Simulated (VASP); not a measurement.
The input files of a VASP run:

KPOINTS:
```
K-points
0
gamma
7 7 7
0.5 0.5 0.5
```

File POSCAR:
```
InP
1
    0.0000000000     2.9519750000     2.9519750000
    2.9519750000     0.0000000000     2.9519750000
    2.9519750000     2.9519750000     0.0000000000
In P
1 1
Direct
 -0.0002990000   0.0060920000  -0.0019170000
  0.2502990000   0.2439080000   0.2519170000
```

### INCAR
```
# general
SYSTEM  = InP
PREC    = Accurate
ENCUT   = 300
LREAL   = .False.
LASPH   = .True.

# electronic loop
EDIFF   = 1E-6
NELM    = 100
ALGO    = Normal
LMAXMIX = 4

# smearing
ISMEAR  = 0
SIGMA   = 0.01

# functional
GGA     = PS

# ions
ISIF    = 2

# output
LWAVE   = .False.
LCHARG  = .False.
```

POTCAR, in this order: In_d P (PBE.64 set). Program: vasp_std.

Q: Write an equivalent input for Ansatz.

A: One equivalent input (not run):
Ansatz 0.2 input:
```yaml
crystal:
  lattice:
    - [0.0000000, 2.9519750, 2.9519750]
    - [2.9519750, 0.0000000, 2.9519750]
    - [2.9519750, 2.9519750, 0.0000000]
  atoms:
    - { symbol: In, position: [-0.0002990, 0.0060920, -0.0019170] }
    - { symbol: P, position: [0.2502990, 0.2439080, 0.2519170] }
kpoints:
  mp_grid: { grid: [7, 7, 7], shift: [0.5, 0.5, 0.5] }
hamiltonian:
  xc: pbesol
  pseudopotentials: { kind: paw }
scf:
  occupations: { method: gaussian, width: 0.01 }
  max_iter: 100
output: { forces: true, stress: true, eigenvalues: true }
```
Limits of the translation: each code has its own PAW files, so the cut-off isn't converted (ENCUT is set for VASP's; basis.ecutwfc is left out, and Ansatz then takes the one that its files recommend); Ansatz stops its SCF on the density residual and VASP on the energy change (EDIFF).

The structure comes from a computed database's InP entry; how it stands against other phases isn't given here. The cell was not relaxed at this level, atoms are displaced from their ideal sites.
